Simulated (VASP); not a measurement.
An input for Quantum ESPRESSO's pw.x (written as the equivalent of a VASP run, and not itself run):

```
&CONTROL
  calculation = 'vc-relax'
  pseudo_dir = './pseudo'
  outdir = './out'
  tprnfor = .true.
  tstress = .true.
  nstep = 40
  forc_conv_thr = 0.00078
/
&SYSTEM
  ibrav = 0
  nat = 3
  ntyp = 2
  ecutwfc = 84
  occupations = 'smearing'
  smearing = 'gaussian'
  degauss = 0.003675
  input_dft = 'pbesol'
/
&ELECTRONS
  conv_thr = 7.3e-08
  electron_maxstep = 100
/
&IONS
/
&CELL
  press = 200
/
ATOMIC_SPECIES
  Mg 24.305 Mg.upf
  I 126.904 I.upf
CELL_PARAMETERS angstrom
     1.8330781   -3.1749816   -0.0000000
     1.8330781    3.1749816    0.0000000
    -0.0000000   -0.0000000    5.9577336
ATOMIC_POSITIONS crystal
  Mg   0.0000000  0.0000000  0.0000000
  I    0.3333330  0.6666670  0.2783176
  I    0.6666670  0.3333330  0.7216824
K_POINTS automatic
  7 7 4 0 0 0
```

### Question
Write the VASP files for the same calculation (PBEsol).

### Answer
One answer among several that fit: 
### POSCAR
```
MgI2
1.0
  1.8330780843  -3.1749816096   0.0000000000
  1.8330780843   3.1749816096   0.0000000000
  0.0000000000   0.0000000000   5.9577336477
Mg I
1 2
Cartesian
  0.0000000000   0.0000000000   0.0000000000
  1.8330780843   1.0583293199   1.6581423853
  1.8330780843  -1.0583293199   4.2995912624
```

INCAR:
```
ALGO  =  Normal
EDIFF  =  1E-6
EDIFFG  =  -0.02
ENCUT  =  500
GGA  =  PS
IBRION  =  2
ISIF  =  3
ISMEAR  =  0
LASPH  =  .TRUE.
LCHARG  =  .FALSE.
LMAXMIX  =  4
LREAL  =  .FALSE.
LWAVE  =  .FALSE.
NELM  =  100
NSW  =  40
PREC  =  Accurate
PSTRESS  =  200
SIGMA  =  0.05
SYSTEM  =  MgI2
```

File KPOINTS:
```
Automatic
0
G
  7 7 4
```

POTCAR, in this order: Mg I (PBE.64 set). Program: vasp_std.

What does not carry over: the potentials are each code's own (VASP's PAW set, PseudoDojo norm-conserving files in pw.x), so ENCUT and ecutwfc are chosen apart and not converted; conv_thr bounds pw.x's estimated SCF error, while EDIFF bounds the energy change between steps; forc_conv_thr acts on force components and is met together with etot_conv_thr.

The compound is MgI2 in the 1T layered structure. It was relaxed first under an external pressure of 20 GPa.
